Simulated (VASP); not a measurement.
```xyz
4
Lattice="1.6349 -2.8317 0.0000 1.6349 2.8317 0.0000 0.0000 0.0000 5.2767" Properties=species:S:1:pos:R:3 pbc="T T T"
Zn     1.6349    -0.9439     2.6459
Zn     1.6349     0.9439     0.0076
O      1.6349    -0.9439     4.6465
O      1.6349     0.9439     2.0081
```

All values below come from PBEsol GGA, VASP's PBE PAW potentials (set 64) (plane waves; VASP 6.6.1). Numerical set-up: 520 eV cut-off, 9×9×5 Γ-centred mesh, Gaussian smearing of 0.050 eV, potentials Zn O.

Problem. Give the stress tensor in GPa (positive for a compressed cell).

Solution. 
```
-4.00   0.00   0.00
 0.00  -4.00   0.00
 0.00   0.00  -3.96
```
The pressure is its mean diagonal, -3.99 GPa.

The compound is ZnO in the wurtzite structure. This cell is one point of a volume scan, at 1.03 of the reference volume.
